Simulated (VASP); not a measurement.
These are RPA correlation on PBE orbitals, VASP's PBE PAW potentials (set 64) (plane waves; VASP) values and carry that method's errors.

VASP ran on this input.

INCAR:
```
ALGO = ACFDT
GGA = PE
ENCUTGW = 220
LCHARG = .FALSE.
LWAVE = .FALSE.
ISMEAR = 0   ! Gaussian
ENCUT = 350
SYSTEM = Si
NOMEGA = 12
LREAL = .FALSE.   ! projection in real space or not
PREC = Normal
SIGMA = 0.01   ! width (eV)
NBANDS = 568
LASPH = .TRUE.   ! aspherical one-centre terms
```

**KPOINTS**
```
K-points
0
Gamma
 4 4 4
0 0 0
```

### POSCAR
```
Si
1
    0.0000000000     2.6410650000     2.6410650000
    2.6410650000     0.0000000000     2.6410650000
    2.6410650000     2.6410650000     0.0000000000
Si
2
Direct
  0.0000000000   0.0000000000   0.0000000000
  0.2500000000   0.2500000000   0.2500000000
```

POTCAR, in this order: Si_GW (PBE.64 set). Program: vasp_std. Read from the step before: WAVECAR, WAVEDER.

The run wrote:

File OSZICAR:
```
energies w=
    0.000    0.131    0.000    0.430    0.000    0.863    0.000    1.576
    0.000    2.839    0.000    5.171    0.000    9.616    0.000   18.363
    0.000   36.200    0.000   74.274    0.000  162.224    0.000  424.044
NQ=   1    0.0000    0.0000    0.0000,
 performed       1697000 updates of chi_q(r,r)
NQ=   2    0.2500    0.0000    0.0000,
 performed       3394000 updates of chi_q(r,r)
NQ=   3    0.5000    0.0000    0.0000,
 performed       5091000 updates of chi_q(r,r)
NQ=   4    0.2500    0.2500    0.0000,
 performed       6788000 updates of chi_q(r,r)
NQ=   5    0.5000    0.2500    0.0000,
 performed       8485000 updates of chi_q(r,r)
NQ=   6   -0.2500    0.2500    0.0000,
 performed      10182000 updates of chi_q(r,r)
NQ=   7    0.5000    0.5000    0.0000,
 performed      11879000 updates of chi_q(r,r)
NQ=   8   -0.2500    0.5000    0.2500,
 performed      13576000 updates of chi_q(r,r)
```

File OUTCAR:
```


      cutoff energy     smooth cutoff   RPA   correlation   Hartree contr. to MP2
---------------------------------------------------------------------------------
            220.000           176.000      -12.0763116034      -21.2678629340
            209.524           167.619      -12.0495857345      -21.2398159682
            199.547           159.637      -12.0208777587      -21.2096416659
            190.044           152.035      -11.9903889231      -21.1775340777
            180.995           144.796      -11.9570338789      -21.1423426948
            172.376           137.901      -11.9216870886      -21.1049652315
            164.167           131.334      -11.8838549480      -21.0648238412
            156.350           125.080      -11.8423839284      -21.0206709103
  linear regression
  converged value                          -12.4253465346      -21.6368804740
```
(Selected blocks of OUTCAR.)

The mesh is coarse, so the correlation energy is not converged in k-points.

The compound is Si in the diamond structure. This cell is one point of a volume scan, at 0.92 of the reference volume. The k-mesh is coarse (spacing up to 0.52 per Å, 2π included), so the numbers may not be converged in it.
